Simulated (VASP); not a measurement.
Calculation: r2SCAN meta-GGA, VASP's PBE PAW potentials (set 64) (plane waves; VASP).

The input files of a VASP run:

**KPOINTS**
```
kpoints
0
Gamma
7 7 5
0 0 0
```

### POSCAR
```
SiO2
1
    5.0629471228    -0.0000000000     0.0000000000
   -2.5314735614     4.3846409501    -0.0000000000
    0.0000000000     0.0000000000     5.5432332447
Si O
3 6
Direct
  0.0000000000   0.5000000000   0.3333330000
  0.5000000000   0.0000000000   0.0000000000
  0.5000000000   0.5000000000   0.6666670000
  0.5829466428   0.7914733214   0.8333330000
  0.7914733214   0.5829466428   0.5000000000
  0.2085266786   0.7914733214   0.1666670000
  0.4170533572   0.2085266786   0.8333330000
  0.2085266786   0.4170533572   0.5000000000
  0.7914733214   0.2085266786   0.1666670000
```

INCAR:
```
SYSTEM  =  SiO2
PREC  =  Accurate; ENCUT  =  520; LREAL  =  F
LASPH  =  T; NBANDS  =  87
EDIFF  =  1E-7; NELM  =  100; ALGO  =  Normal
LMIXTAU  =  T
ISMEAR  =  0; SIGMA  =  0.01
METAGGA  =  R2SCAN
LWAVE  =  F; LCHARG  =  F; NEDOS  =  1001
LOPTICS  =  T; LPEAD  =  T; CSHIFT  =  0.1
```

POTCAR, in this order: Si O (PBE.64 set). Program: vasp_std.

Q: What will the output report for the number of irreducible k-points (NKPTS), largest plane-wave count, number of space-group operations, FFT grid (NGX, NGY, NGZ)?

A: 
```json
{
  "number of irreducible k-points (NKPTS)": "24",
  "largest_plane_wave_count": "3341",
  "number_of_space_group_operations": "12",
  "FFT grid (NGX, NGY, NGZ)": "40 × 40 × 42"
}
```

The structure comes from a computed database's SiO2 entry (P6_422); how it stands against other phases isn't given here. It was relaxed first.
